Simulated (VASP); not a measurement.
The cell holds one SiC (zinc blende) (110) slab, with vacuum along c, ions free to move until forces fall under 0.03 eV/Å, no reconstruction beyond this cell, dipole correction on. Ionisation potential and electron affinity count from the cell's own band edges, surface states included.

Given:

```
CELL_PARAMETERS angstrom
      4.35504     0.00000     0.00000
      0.00000     3.07948     0.00000
      0.00000     0.00000    24.22138
ATOMIC_POSITIONS crystal
  Si 0.95778 0.00000 0.64884
  Si 0.50622 0.50000 0.59774
  Si 0.00505 0.00000 0.53112
  Si 0.50505 0.50000 0.46888
  Si 0.00622 0.00000 0.40226
  Si 0.45778 0.50000 0.35116
  C  0.26232 0.00000 0.59606
  C  0.76393 0.50000 0.65836
  C  0.25470 0.00000 0.46803
  C  0.75470 0.50000 0.53197
  C  0.26393 0.00000 0.34164
  C  0.76232 0.50000 0.40394
```

These are r2SCAN meta-GGA, VASP's PBE PAW potentials (set 64) (plane waves; VASP) values and carry that method's errors. Run with 450 eV cut-off, 5×7×1 Γ-centred mesh, Gaussian smearing of 0.050 eV, potentials Si C.

Slab and bulk use different k-meshes, so the surface energy is good to a few per cent at best.

Q: Predict its surface energy, ionisation potential, electron affinity.

A: 
```json
{
  "surface_energy": "199 meV/Å²",
  "ionisation_potential": "5.74 eV",
  "electron_affinity": "4.68 eV"
}
```

The cell is a thin slab with vacuum, built from SiC (zinc blende): (110) face.
